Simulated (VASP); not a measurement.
Data:

```yaml
crystal:
  lattice:
    - [0.00000, 2.86234, 2.86234]
    - [2.86234, 0.00000, 2.86234]
    - [2.86234, 2.86234, 0.00000]
  atoms:
    - { symbol: Al, position: [0.00000, 0.00000, 0.00000] }
    - { symbol: As, position: [0.25000, 0.25000, 0.25000] }
```

These are optB88-vdW, VASP's PBE PAW potentials (set 64) (plane waves; VASP 6.6.1) values and carry that method's errors. Settings: 520 eV cut-off, 9×9×9 Γ-centred mesh, tetrahedra with Blöchl corrections, potentials Al As.

Q: What does the run give for the energy per atom (σ→0)?

A: 
The energy per atom (σ→0) is -3.250 eV/atom.

Total energies compare only between runs with the same potentials, cut-off and functional.

The compound is AlAs in the zinc blende structure. It was relaxed first.
